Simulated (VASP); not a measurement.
Given:

```xyz
2
Lattice="0.0000 2.9448 2.9448 2.9448 0.0000 2.9448 2.9448 2.9448 0.0000" Properties=species:S:1:pos:R:3 pbc="T T T"
In     0.0000     0.0000     0.0000
P      1.4724     1.4724     1.4724
```

Computed with PBE GGA with D4 dispersion, VASP's PBE PAW potentials (set 64) (plane waves; VASP 6.6.1). Numerical set-up: 520 eV cut-off, Gaussian smearing of 0.050 eV, potentials In_d P.

Unless said otherwise, spin-orbit coupling is left out, though it shifts the bands of the heavy elements here.

Task: Estimate the band gap (along the path) with the smallest direct gap where there is one.

Result: 
```
Quantity                                Value
------------------------------------  -------
band gap (along the path)             0.63 eV
smallest direct gap (along the path)  0.63 eV
```

Total energies compare only between runs with the same potentials, cut-off and functional.

The compound is InP in the zinc blende structure. It was relaxed first.
